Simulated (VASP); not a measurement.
Input:

```yaml
crystal:
  lattice:
    - [3.90423, 0.00000, 0.00000]
    - [0.00000, 3.90423, 0.00000]
    - [0.00000, 0.00000, 3.90423]
  atoms:
    - { symbol: K, position: [0.00000, 0.00000, 0.00000] }
    - { symbol: Ta, position: [0.50000, 0.50000, 0.50000] }
    - { symbol: O, position: [0.50000, 0.00000, 0.50000] }
    - { symbol: O, position: [0.00000, 0.50000, 0.50000] }
    - { symbol: O, position: [0.50000, 0.50000, 0.00000] }
```

Calculation: LDA (Ceperley-Alder, Perdew-Zunger), VASP's LDA PAW potentials (set 64) (plane waves; VASP). Run with 620 eV cut-off, 6×6×6 Γ-centred mesh, Gaussian smearing of 0.050 eV, potentials K_sv Ta_pv O.

Unless said otherwise, spin-orbit coupling is left out, though it shifts the bands of the heavy elements here.

Problem. What does the run give for the energy per atom (σ→0), pressure, band gap (on the k-mesh) with the smallest direct gap where there is one?

Solution. 
```yaml
band gap (on the k-mesh): 2.15 eV
smallest direct gap (on the k-mesh): 2.73 eV
energy per atom (σ→0): -8997 meV/atom
pressure: 9.96 GPa
```

Total energies compare only between runs with the same potentials, cut-off and functional.

The compound is KTaO3 in the cubic perovskite structure. It was relaxed first under an external pressure of 10 GPa.
